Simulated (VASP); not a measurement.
Here is a VASP 6.6.1 calculation.

INCAR

```
ALGO     = Normal         # electronic algorithm
EDIFF    = 1E-6           # SCF threshold, eV
ENCUT    = 520            # plane-wave cutoff, eV
GGA      = PE             # functional
ISIF     = 2              # what is computed and relaxed
ISMEAR   = 0              # smearing method
LASPH    = T              # aspherical terms in the spheres
LCHARG   = F              # write CHGCAR
LREAL    = F              # projectors in reciprocal space
LWAVE    = F              # write WAVECAR
NBANDS   = 29             # bands
NELM     = 80             # most SCF steps
PREC     = Accurate       # precision mode
SIGMA    = 0.05           # smearing width, eV
```

KPOINTS

```
k-points
0
Gamma
  4 4 4
```

The input POSCAR:

```
NaGeCl3
1.0
    5.0800000000      0.0000000000      0.0000000000
    0.0000000000      5.0800000000      0.0000000000
    0.0000000000      0.0000000000      5.0800000000
Na Ge Cl
1 1 3
Direct
    0.0000000000      0.0000000000      0.0000000000
    0.5000000000      0.5000000000      0.5000000000
    0.5000000000      0.5000000000      0.0000000000
    0.5000000000      0.0000000000      0.5000000000
    0.0000000000      0.5000000000      0.5000000000
```

Potentials or basis: VASP PAW PBE potentials, release 64 (Na_pv, Ge_d, Cl).

The run is started by

```bash
$ cat potpaw_PBE.64/Na_pv/POTCAR potpaw_PBE.64/Ge_d/POTCAR potpaw_PBE.64/Cl/POTCAR > POTCAR
$ mpirun -np 1 vasp_std > vasp.out
```

(1) What does it give for the pressure?

(2) What does it give for the band gap on the k mesh?

## Answers

(1) 3.0 GPa.

(2) 0.27 eV, direct.
